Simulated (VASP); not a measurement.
An input for Ansatz (written as the equivalent of a VASP run, and not itself run):

Ansatz 0.2 input:
```yaml
crystal:
  lattice:
    - [5.4012363, 0.0000000, 0.0000000]
    - [0.0000000, 5.4012363, 0.0000000]
    - [0.0000000, 0.0000000, 5.4012363]
  atoms:
    - { symbol: Fe, position: [0.0000000, 0.5000000, 0.5000000] }
    - { symbol: Fe, position: [0.5000000, 0.0000000, 0.5000000] }
    - { symbol: Fe, position: [0.0000000, 0.0000000, 0.0000000] }
    - { symbol: Fe, position: [0.5000000, 0.5000000, 0.0000000] }
    - { symbol: S, position: [0.6169059, 0.8830941, 0.1169059] }
    - { symbol: S, position: [0.1169059, 0.6169059, 0.8830941] }
    - { symbol: S, position: [0.6169059, 0.6169059, 0.6169059] }
    - { symbol: S, position: [0.3830941, 0.3830941, 0.3830941] }
    - { symbol: S, position: [0.8830941, 0.1169059, 0.6169059] }
    - { symbol: S, position: [0.8830941, 0.3830941, 0.1169059] }
    - { symbol: S, position: [0.1169059, 0.8830941, 0.3830941] }
    - { symbol: S, position: [0.3830941, 0.1169059, 0.8830941] }
kpoints:
  mp_grid: { grid: [4, 4, 4] }
hamiltonian:
  xc: pbe
  pseudopotentials: { kind: paw }
scf:
  occupations: { method: gaussian, width: 0.05 }
  max_iter: 100
relax:
  max_steps: 60
  f_tol: 0.02
  cell: {}
output: { forces: true, stress: true, eigenvalues: true }
```

Task: Translate this input to VASP (INCAR, KPOINTS, POSCAR, choice of POTCAR).

Result: Several could match; the one computed here: 
File POSCAR:
```
FeS2
1.0
  5.4012363228   0.0000000000   0.0000000000
  0.0000000000   5.4012363228   0.0000000000
  0.0000000000   0.0000000000   5.4012363228
Fe S
4 8
direct
  0.0000000000   0.5000000000   0.5000000000
  0.5000000000   0.0000000000   0.5000000000
  0.0000000000   0.0000000000   0.0000000000
  0.5000000000   0.5000000000   0.0000000000
  0.6169058922   0.8830941078   0.1169058922
  0.1169058922   0.6169058922   0.8830941078
  0.6169058922   0.6169058922   0.6169058922
  0.3830941078   0.3830941078   0.3830941078
  0.8830941078   0.1169058922   0.6169058922
  0.8830941078   0.3830941078   0.1169058922
  0.1169058922   0.8830941078   0.3830941078
  0.3830941078   0.1169058922   0.8830941078
```

### KPOINTS
```
Regular mesh
0
gamma
 4 4 4
```

### INCAR
```
ALGO = Normal
EDIFF = 1E-6
EDIFFG = -0.02
ENCUT = 400
GGA = PE
IBRION = 2
ISIF = 3
ISMEAR = 0
LASPH = .TRUE.
LCHARG = .FALSE.
LMAXMIX = 4
LREAL = .FALSE.
LWAVE = .FALSE.
NELM = 100
NSW = 60
PREC = Accurate
SIGMA = 0.05
SYSTEM = FeS2
```

POTCAR, in this order: Fe S (PBE.64 set). Program: vasp_std.

The two are equivalent in intent, not identical: each code has its own PAW files, so the cut-off isn't converted (ENCUT is set for VASP's; basis.ecutwfc is left out, and Ansatz then takes the one that its files recommend); Ansatz stops its SCF on the density residual and VASP on the energy change (EDIFF).

The compound is FeS2 in the pyrite structure. It was relaxed first. The start is the result of an earlier pass.
